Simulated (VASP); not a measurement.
Calculation: r2SCAN meta-GGA, VASP's PBE PAW potentials (set 64) (plane waves; VASP).

The input files of a VASP run:

**POSCAR**
```
LiH
1
    0.0000000000     2.0400000000     2.0400000000
    2.0400000000     0.0000000000     2.0400000000
    2.0400000000     2.0400000000     0.0000000000
Li H
1 1
Direct
  0.0000000000   0.0000000000   0.0000000000
  0.5000000000   0.5000000000   0.5000000000
```

**INCAR**
```
ALGO=Normal
EDIFF=1E-6
EDIFFG=-0.01
ENCUT=520
IBRION=2
ISIF=3
ISMEAR=0
LASPH=.TRUE.
LCHARG=.FALSE.
LMIXTAU=.TRUE.
LREAL=.FALSE.
LWAVE=.FALSE.
METAGGA=R2SCAN
NELM=100
NSW=60
PREC=Accurate
SIGMA=0.05
SYSTEM=LiH
```

KPOINTS:
```
Automatic mesh
0
Gamma
10 10 10
0 0 0
```

POTCAR, in this order: Li_sv H (PBE.64 set). Program: vasp_std.

Energy and stress use the plane-wave basis of the starting cell.

### Question
Predict the energy per atom (σ→0), volume per atom, band gap (on the k-mesh).

### Answer

- energy per atom (σ→0): -3.410 eV/atom
- band gap (on the k-mesh): 3.58 eV
- volume per atom: 7.96 Å³/atom

### OSZICAR
```
...
DAV:   4    -0.681943227992E+01    0.54848E-03   -0.23985E-03   564   0.580E-01    0.254E-02
DAV:   5    -0.681959506849E+01   -0.16279E-03   -0.24899E-04   576   0.190E-01    0.102E-02
DAV:   6    -0.681960914312E+01   -0.14075E-04   -0.43177E-06   810   0.208E-02    0.652E-03
DAV:   7    -0.681962111382E+01   -0.11971E-04   -0.77242E-06   576   0.453E-02    0.462E-04
DAV:   8    -0.681961783943E+01    0.32744E-05   -0.12402E-06   612   0.162E-02    0.869E-04
DAV:   9    -0.681962009646E+01   -0.22570E-05   -0.74237E-08   390   0.431E-03    0.258E-04
DAV:  10    -0.681962033552E+01   -0.23906E-06   -0.11605E-07   288   0.501E-03
   5 F= -.68196203E+01 E0= -.68196203E+01  d E =-.754471E-02
```

The compound is LiH in the rock salt structure. This run relaxes it. Symmetry was kept, so distortions that lower it aren't found.
